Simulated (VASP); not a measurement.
# Driving VASP from ASE on MgCu2, part 2 of 3

Do ASE scripts that read MgCu2 from different structure formats give one answer, and do several routes find one equilibrium volume? All runs use LDA. Left out of this account: 1 further run (self-consistent run: a reference on another mesh). The start is a cell from a database of measured crystal structures.

VASP 6.6.1; LDA; plane waves and PAW (Mg, Cu).

So far. Step 2 (A single point (LDA, through ASE)): The pressure is -8.23 GPa and the largest force 0.000 eV/Å, so the cell is not at a minimum at these settings. Step 3 (Self-consistent run (LDA, through ASE)): The energy lies +11.09 meV an atom from the first script, on another mesh.

The database entry behind the starting cell differs from later determinations by our own check (0.1 to 0.3 % short, probably kX units), so it need not match the best structure at ambient conditions.

## (4) Relaxing cell and atoms (LDA, through ASE)

The start need not lie at this functional's minimum. ISIF = 3 frees volume, shape and positions, and EDIFFG sets the threshold on forces and stress at which the search stops.

Input file run.py:

```python
import numpy as np
from ase.calculators.vasp import Vasp
from ase import Atoms

atoms = Atoms(['Mg', 'Mg', 'Cu', 'Cu', 'Cu', 'Cu'],
              cell=[[0.0, 3.5105, 3.5105], [3.5105, 0.0, 3.5105], [3.5105, 3.5105, 0.0]],
              scaled_positions=[[0.0, 0.0, 0.0], [0.25, 0.25, 0.25], [0.625, 0.625, 0.625], [0.125, 0.625, 0.625], [0.625, 0.625, 0.125], [0.625, 0.125, 0.625]],
              pbc=True)

calc = Vasp(
    xc='lda',
    pp='LDA',
    prec='Accurate',
    encut=400,
    ediff=1e-06,
    nelm=100,
    ismear=-1,
    sigma=0.05,
    lreal=False,
    algo='Normal',
    nbands=30,
    lasph=True,
    lorbit=11,
    lwave=False,
    lcharg=False,
    kpar=4,
    ibrion=2,
    nsw=60,
    isif=3,
    ediffg=-0.01,
    pp_version='64',
    setups={'Mg': '', 'Cu': ''},
    kpts=(8, 8, 8),
    gamma=True,
    txt='vasp.out',
)
atoms.calc = calc

print("energy (eV):", round(atoms.get_potential_energy(), 6))
print("Fermi level (eV):", round(calc.get_fermi_level(), 4))
print("forces (eV/A):")
print(np.round(atoms.get_forces(), 4))
print("stress (GPa, Voigt, tension positive):", np.round(atoms.get_stress() * 160.21766, 3))
print("cell (A, degrees):", np.round(atoms.cell.cellpar(), 4))
print("volume (A^3):", round(atoms.get_volume(), 4))
print("positions:")
print(np.round(atoms.get_scaled_positions(), 5))
```

Potentials, in the order of the species: Mg and Cu (LDA family, release 64).

Started as:

```sh
> export ASE_VASP_COMMAND="mpirun -np 4 vasp_std"
> python run.py
```

The program printed:

```text
energy (eV): -23.685541
Fermi level (eV): 6.1771
forces (eV/A):
[[ 0. -0.  0.]
 [-0.  0. -0.]
 [-0. -0.  0.]
 [-0. -0.  0.]
 [-0. -0.  0.]
 [-0. -0.  0.]]
stress (GPa, Voigt, tension positive): [-0.09 -0.09 -0.09  0.    0.   -0.  ]
cell (A, degrees): [ 4.8276  4.8276  4.8276 60.     60.     60.    ]
volume (A^3): 79.558
positions:
[[0.    0.    0.   ]
 [0.25  0.25  0.25 ]
 [0.625 0.625 0.625]
 [0.125 0.625 0.625]
 [0.625 0.625 0.125]
 [0.625 0.125 0.625]]
```

It took 17 s on 4 MPI ranks of Intel Xeon 6975P-C (Granite Rapids), shared host; peak memory 0.72 GiB; 62 s of CPU time.

The INCAR that ASE wrote:

```
ENCUT = 400.000000
SIGMA = 0.050000
EDIFF = 1.00e-06
EDIFFG = -1.00e-02
ALGO = Normal
PREC = Accurate
IBRION = 2
ISIF = 3
ISMEAR = -1
KPAR = 4
LORBIT = 11
NBANDS = 30
NELM = 100
NSW = 60
LASPH = .TRUE.
LCHARG = .FALSE.
LWAVE = .FALSE.
LREAL = .FALSE.
```

The KPOINTS that ASE wrote:

```
KPOINTS created by Atomic Simulation Environment
0
Gamma
8 8 8
0 0 0
```

VASP's own log, vasp.out:

```text
[... set-up lines as in an earlier step ...]
 entering main loop
       N       E                     dE             d eps       ncg     rms          rms(c)
[... 14 cycles as in an earlier step ...]
   1 F= -.23503894E+02 E0= -.23493847E+02  d E =-.235039E+02
 curvature:   0.00 expect dE= 0.000E+00 dE for cont linesearch  0.000E+00
 trial: gam= 0.00000 g(F)=  0.309E-48 g(S)=  0.477E+00 ort = 0.000E+00 (trialstep = 0.100E+01)
 search vector abs. value=  0.477E+00
 bond charge predicted
       N       E                     dE             d eps       ncg     rms          rms(c)
DAV:   1    -0.399421428304E+02   -0.16438E+02   -0.18008E+02  1914   0.237E+02    0.374E+01
DAV:   2    -0.409148136306E+02   -0.97267E+00   -0.23910E+02  1936   0.356E+02    0.226E+01
DAV:   3    -0.243799468970E+02    0.16535E+02   -0.55687E+01  2004   0.140E+02    0.467E+00
DAV:   4    -0.240951599700E+02    0.28479E+00   -0.23239E+00  2496   0.190E+01    0.311E+00
DAV:   5    -0.236880209388E+02    0.40714E+00   -0.85249E-01  2534   0.119E+01    0.106E+00
DAV:   6    -0.237010006718E+02   -0.12980E-01   -0.34374E-01  2332   0.112E+01    0.103E+00
DAV:   7    -0.236764561112E+02    0.24545E-01   -0.96343E-02  2398   0.636E+00    0.622E-02
DAV:   8    -0.236766917909E+02   -0.23568E-03   -0.27954E-03  2026   0.525E-01    0.489E-02
DAV:   9    -0.236766489680E+02    0.42823E-04   -0.32251E-04  2390   0.345E-01    0.178E-02
DAV:  10    -0.236766488107E+02    0.15728E-06   -0.45628E-05  2476   0.133E-01    0.117E-02
DAV:  11    -0.236766461624E+02    0.26483E-05   -0.67350E-06  1844   0.570E-02    0.282E-03
DAV:  12    -0.236766460159E+02    0.14653E-06   -0.67390E-07   966   0.140E-02
   2 F= -.23676646E+02 E0= -.23666776E+02  d E =-.172752E+00
 trial-energy change:   -0.172752  1 .order   -0.157446   -0.476728    0.161835
 step:   0.7719(harm=  0.7466)  dis= 0.00000  next Energy=   -23.694923 (dE=-0.191E+00)
 bond charge predicted
       N       E                     dE             d eps       ncg     rms          rms(c)
DAV:   1    -0.243656280447E+02   -0.68898E+00   -0.97633E+00  1854   0.637E+01    0.660E+00
DAV:   2    -0.240357040603E+02    0.32992E+00   -0.64925E+00  2016   0.565E+01    0.362E+00
DAV:   3    -0.237191015667E+02    0.31660E+00   -0.15122E+00  1964   0.280E+01    0.122E+00
DAV:   4    -0.236955317677E+02    0.23570E-01   -0.47255E-02  2588   0.448E+00    0.716E-02
DAV:   5    -0.236954943825E+02    0.37385E-04   -0.26194E-03  2316   0.765E-01    0.656E-02
DAV:   6    -0.236954395169E+02    0.54866E-04   -0.23701E-04  2816   0.294E-01    0.112E-02
DAV:   7    -0.236954390852E+02    0.43166E-06   -0.28005E-05  2676   0.759E-02    0.401E-03
DAV:   8    -0.236954392772E+02   -0.19198E-06   -0.74452E-07  1088   0.113E-02
   3 F= -.23695439E+02 E0= -.23685541E+02  d E =-.191546E+00
 curvature:  -0.37 expect dE=-0.177E-04 dE for cont linesearch -0.177E-04
 trial: gam= 0.00000 g(F)=  0.323E-48 g(S)=  0.480E-04 ort =-0.479E-02 (trialstep = 0.954E+00)
 search vector abs. value=  0.480E-04
 reached required accuracy - stopping structural energy minimisation
```

From OUTCAR (step 4):

```text
 Found     29 irreducible k-points:

   NELECT =      48.0000    total number of electrons

 E-fermi :   6.1771

 k-point     1 :       0.0000    0.0000    0.0000
  band No.  band energies     occupation
    ...
     21       4.5649      2.00000
     22       6.0622      1.81753
     23       6.2102      0.68102
     24       6.2102      0.68102
     25       6.2102      0.68102
     26       9.0945      0.00000
     27       9.0945      0.00000
     28       9.3195      0.00000
     29       9.3195      0.00000
     30       9.3195      0.00000

 k-point     2 :       0.1250    0.0000    0.0000
  band No.  band energies     occupation
    ...
     19       4.3716      2.00000
     20       4.3716      2.00000
     21       4.5650      2.00000
     22       5.1954      2.00000
     23       6.1270      1.46332
     24       6.3664      0.04443
     25       6.3664      0.04443
     26       8.6821      0.00000
     27       8.6821      0.00000
     28       9.6648      0.00000
    ...

  Total        0.0446221      0.0446221      0.0446221      0.0000000     -0.0000000     -0.0000000
  in kB        0.8986222      0.8986222      0.8986222      0.0000000     -0.0000000     -0.0000000
  external PRESSURE =       0.8986222 kB  Pullay stress =       0.0000000 kB

  energy-cutoff  :      400.00
  volume of cell :       79.56
      direct lattice vectors                 reciprocal lattice vectors
     0.000000000  3.413641665  3.413641665    -0.146471144  0.146471144  0.146471144
     3.413641665 -0.000000000  3.413641665     0.146471144 -0.146471144  0.146471144
     3.413641665  3.413641665 -0.000000000     0.146471144  0.146471144 -0.146471144

 POSITION                                       TOTAL-FORCE (eV/Angst)
 -----------------------------------------------------------------------------------
      0.00000      0.00000      0.00000         0.000000     -0.000000      0.000000
      1.70682      1.70682      1.70682        -0.000000      0.000000     -0.000000
      4.26705      4.26705      4.26705        -0.000000     -0.000000      0.000000
      4.26705      2.56023      2.56023        -0.000000     -0.000000      0.000000
      2.56023      2.56023      4.26705        -0.000000     -0.000000      0.000000
      2.56023      4.26705      2.56023        -0.000000     -0.000000      0.000000
 -----------------------------------------------------------------------------------
    total drift:                                0.000000      0.000000      0.000000

  FREE ENERGIE OF THE ION-ELECTRON SYSTEM (eV)
  ---------------------------------------------------
  free  energy   TOTEN  =       -23.6954392772 eV

  energy  without entropy=      -23.6756427873  energy(sigma->0) =      -23.68554103

 reached required accuracy - stopping structural energy minimisation

 total charge
# of ion       s       p       d       tot
------------------------------------------
    1        0.204   0.158   0.028   0.391
    2        0.204   0.158   0.028   0.391
    3        0.514   0.443   9.163  10.120
    4        0.514   0.443   9.163  10.120
    5        0.514   0.443   9.163  10.120
    6        0.514   0.443   9.163  10.120
--------------------------------------------------
tot          2.466   2.088  36.709  41.263

[... 8 parts as in an earlier step ...]

[... 5 further parts left out ...]
```

CONTCAR:

```
Mg Cu
   1.00000000000000
     0.0000000000000000    3.4136416653313888    3.4136416653313888
     3.4136416653313888   -0.0000000000000000    3.4136416653313888
     3.4136416653313888    3.4136416653313888   -0.0000000000000000
  Mg              Cu
     2     4
Direct
     0.0000000000000000    0.0000000000000000    0.0000000000000000
     0.2500000000000000    0.2500000000000000    0.2500000000000000
     0.6250000000000000    0.6250000000000000    0.6250000000000000
     0.1250000000000000    0.6250000000000000    0.6250000000000000
     0.6250000000000000    0.6250000000000000    0.1250000000000000
     0.6250000000000000    0.1250000000000000    0.6250000000000000
```

After so large a change of volume the plane waves of the start cell no longer fit, so the final stress carries a basis-set error. The run keeps the 48 symmetry operations of its start, so it cannot find a distortion of lower symmetry.

Step by step:

```tsv
step	energy less that of the first step (eV)	largest force (eV/Å)	pressure (GPa)	volume (Å³)
1	0.0000	0.0000	-8.23	86.52
2	-0.1728	0.0000	3.12	77.57
3	-0.1915	0.0000	0.09	79.56
```

```tsv
conventional cell, symmetrised	before	after	change
a (Å)	7.021	6.827	-2.8 %
b (Å)	7.021	6.827	-2.8 %
c (Å)	7.021	6.827	-2.8 %
volume (Å³/atom)	14.42	13.26	-8.1 %
```

The relaxed structure:

```xyz
6
Lattice="0.0000 3.4136 3.4136 3.4136 0.0000 3.4136 3.4136 3.4136 0.0000" Properties=species:S:1:pos:R:3 pbc="T T T"
Mg    0.0000    0.0000    0.0000
Mg    1.7068    1.7068    1.7068
Cu    4.2671    4.2671    4.2671
Cu    4.2671    2.5602    2.5602
Cu    2.5602    2.5602    4.2671
Cu    2.5602    4.2671    2.5602
```

Numbers from this step:

```yaml
irreducible_k_points: 29
free_energy_toten: -23.70 eV
energy_at_zero_smearing: -23.69 eV
fermi_energy: 6.177 eV
pressure: 0.08986 GPa
scf_cycles_over_all_ionic_steps: 34
```

It ends with forces that vanish by symmetry and a pressure of 0.09 GPa.

## (5) Energy against volume, from ASE (LDA)

An ASE loop scales the volume and fits the energies, which gives the bulk modulus from energies alone.

Input file run.py:

```python
import numpy as np
from ase.calculators.vasp import Vasp
from ase.io import read
from ase.eos import EquationOfState
from ase.units import GPa

atoms = read('MgCu2.cif')

calc = Vasp(
    xc='lda',
    pp='LDA',
    prec='Accurate',
    encut=400,
    ediff=1e-06,
    nelm=100,
    ismear=-1,
    sigma=0.05,
    lreal=False,
    algo='Normal',
    nbands=30,
    lasph=True,
    lorbit=11,
    lwave=False,
    lcharg=False,
    kpar=4,
    isif=2,
    pp_version='64',
    setups={'Mg': '', 'Cu': ''},
    kpts=(8, 8, 8),
    gamma=True,
    txt='vasp.out',
)
atoms.calc = calc

cell, volumes, energies = atoms.get_cell(), [], []
for x in [0.94, 0.96, 0.98, 1.0, 1.02, 1.04, 1.06]:
    atoms.set_cell(cell * x ** (1 / 3), scale_atoms=True)
    volumes.append(atoms.get_volume())
    energies.append(atoms.get_potential_energy())
    print(f"{x:.2f}  V = {volumes[-1]:.4f} A^3  E = {energies[-1]:.6f} eV")
v0, e0, b0 = EquationOfState(volumes, energies, eos="birchmurnaghan").fit()
print(f"V0 = {v0:.4f} A^3  E0 = {e0:.6f} eV  B0 = {b0 / GPa:.2f} GPa")
```

Input file MgCu2.cif:

```cif
data_MgCu2
_cell_length_a 4.96459671
_cell_length_b 4.96459671
_cell_length_c 4.96459671
_cell_angle_alpha 60.00000000
_cell_angle_beta 60.00000000
_cell_angle_gamma 60.00000000
_space_group_name_H-M_alt 'P1'
_space_group_name_Hall 'P 1'
_space_group_IT_number 1
loop_
_space_group_symop_operation_xyz
'x,y,z'
loop_
_atom_site_label
_atom_site_type_symbol
_atom_site_symmetry_multiplicity
_atom_site_Wyckoff_symbol
_atom_site_fract_x
_atom_site_fract_y
_atom_site_fract_z
_atom_site_occupancy
Mg1 Mg 1 a 0.0000000000 0.0000000000 0.0000000000 1
Mg2 Mg 1 a 0.2500000000 0.2500000000 0.2500000000 1
Cu1 Cu 1 a 0.6250000000 0.6250000000 0.6250000000 1
Cu2 Cu 1 a 0.1250000000 0.6250000000 0.6250000000 1
Cu3 Cu 1 a 0.6250000000 0.6250000000 0.1250000000 1
Cu4 Cu 1 a 0.6250000000 0.1250000000 0.6250000000 1
```

The program printed:

```text
<dir> UserWarning: The minimum volume of your fit is not in your volumes.  You may not have a minimum in your dataset!
  warnings.warn(
0.94  V = 81.3326 A^3  E = -23.655928 eV
0.96  V = 83.0631 A^3  E = -23.622705 eV
0.98  V = 84.7936 A^3  E = -23.567865 eV
1.00  V = 86.5241 A^3  E = -23.493847 eV
1.02  V = 88.2545 A^3  E = -23.402926 eV
1.04  V = 89.9850 A^3  E = -23.297147 eV
1.06  V = 91.7155 A^3  E = -23.177770 eV
V0 = 79.8709 A^3  E0 = -23.665219 eV  B0 = 114.90 GPa
```

Elapsed: 53 s, on 4 MPI ranks; peak memory 0.75 GiB.

The INCAR that ASE wrote:

```
ENCUT = 400.000000
SIGMA = 0.050000
EDIFF = 1.00e-06
ALGO = Normal
PREC = Accurate
ISIF = 2
ISMEAR = -1
KPAR = 4
LORBIT = 11
NBANDS = 30
NELM = 100
LASPH = .TRUE.
LCHARG = .FALSE.
LWAVE = .FALSE.
LREAL = .FALSE.
```

The KPOINTS that ASE wrote:

```
KPOINTS created by Atomic Simulation Environment
0
Gamma
8 8 8
0 0 0
```

VASP's own log, vasp.out (the last of its runs):

```text
[banner, memory and clock lines left out]
running    4 mpi-ranks, on    1 nodes
 distrk:  each k-point on    1 cores,    4 groups
 distr:  one band on    1 cores,    1 groups

 POSCAR found type information on POSCAR MgCu
 POSCAR found :  2 types and       6 ions
 LDA part: xc-table for (Slater(with rela. corr.)+CA(PZ))
 , standard interpolation
 POSCAR, INCAR and KPOINTS ok, starting setup
 FFT: planning ... GRIDC
 FFT: planning ... GRID_SOFT
 FFT: planning ... GRID
 WAVECAR not read
 WARNING: random wavefunctions but no delay for mixing, default for NELMDL
 entering main loop
       N       E                     dE             d eps       ncg     rms          rms(c)
DAV:   1     0.330629009873E+03    0.33063E+03   -0.17627E+04  1740   0.188E+03
DAV:   2    -0.183482950035E+01   -0.33246E+03   -0.32149E+03  1740   0.363E+02
DAV:   3    -0.269737572919E+02   -0.25139E+02   -0.22239E+02  1926   0.152E+02
DAV:   4    -0.276196475453E+02   -0.64589E+00   -0.64273E+00  2466   0.298E+01
DAV:   5    -0.276274185048E+02   -0.77710E-02   -0.77698E-02  2638   0.269E+00    0.192E+01
DAV:   6    -0.287810889112E+02   -0.11537E+01   -0.79380E+01  1994   0.189E+02    0.144E+01
DAV:   7    -0.233383423771E+02    0.54427E+01   -0.19818E+01  2156   0.910E+01    0.199E+00
DAV:   8    -0.234866156066E+02   -0.14827E+00   -0.39991E+00  2658   0.332E+01    0.436E+00
DAV:   9    -0.231915633648E+02    0.29505E+00   -0.97026E-01  2194   0.198E+01    0.620E-01
DAV:  10    -0.231892076945E+02    0.23557E-02   -0.45428E-02  2668   0.232E+00    0.250E-01
DAV:  11    -0.231880111775E+02    0.11965E-02   -0.67545E-03  2630   0.153E+00    0.695E-02
DAV:  12    -0.231879607188E+02    0.50459E-04   -0.59119E-04  2500   0.371E-01    0.220E-02
DAV:  13    -0.231879551335E+02    0.55853E-05   -0.25971E-05  2712   0.780E-02    0.367E-03
DAV:  14    -0.231879550351E+02    0.98344E-07   -0.15665E-06  1338   0.206E-02
   1 F= -.23187955E+02 E0= -.23177770E+02  d E =-.203702E-01
```

From OUTCAR (step 5):

```text
   ENCUT  =  400.0 eV  29.40 Ry    5.42 a.u.   8.25  8.25  8.25*2*pi/ulx,y,z

   NELECT =      48.0000    total number of electrons

 E-fermi :   4.8757

 k-point     1 :       0.0000    0.0000    0.0000
  band No.  band energies     occupation
    ...
     18       2.6767      2.00000
     19       3.3181      2.00000
     20       3.3181      2.00000
     21       3.3181      2.00000
     22       4.8660      1.09584
     23       5.0801      0.03298
     24       5.0801      0.03298
     25       5.0801      0.03298
     26       7.6012      0.00000
     27       7.6012      0.00000
    ...

  Total       -6.9248281     -6.9248281     -6.9248281     -0.0000000     -0.0000000     -0.0000000
  in kB     -120.9697504   -120.9697504   -120.9697504     -0.0000000     -0.0000000     -0.0000000
  external PRESSURE =    -120.9697504 kB  Pullay stress =       0.0000000 kB

 POSITION                                       TOTAL-FORCE (eV/Angst)
 -----------------------------------------------------------------------------------
      0.00000      0.00000      0.00000         0.000000      0.000000      0.000000
      2.53098      1.46126      1.03327        -0.000000     -0.000000     -0.000000
      6.32746      3.65316      2.58317        -0.000000     -0.000000     -0.000000
      3.79647      3.65316      2.58317        -0.000000     -0.000000      0.000000
      5.06197      2.92253      0.51663        -0.000000     -0.000000     -0.000000
      5.06197      1.46126      2.58317        -0.000000     -0.000000      0.000000
 -----------------------------------------------------------------------------------
    total drift:                                0.000000      0.000000      0.000000

  FREE ENERGIE OF THE ION-ELECTRON SYSTEM (eV)
  ---------------------------------------------------
  free  energy   TOTEN  =       -23.1879550351 eV

  energy  without entropy=      -23.1675848548  energy(sigma->0) =      -23.17776994

[... 3 parts as in an earlier step ...]

[... 13 further parts left out ...]
```

The minimum lies outside the volumes of the loop, so the fit is an extrapolation and is not used; the loop should be centred on a relaxed cell.

[end of part 2 of 3]

[Lines on the potential files, build, host, timing and source positions are cut from VASP's logs without a mark.]

[Logs are printed without paths, hosts, clocks, repeated set-up lines and the standing remarks that a program may print on its own settings, such as how far it seeks lower states.]

[Hosts, paths, dates, database ids (printed as entryN), source tags and the programs' standing remarks are cut or masked in the printed files.]

[A measured line is paired with the nearest computed mode of its activity, which favours agreement.]
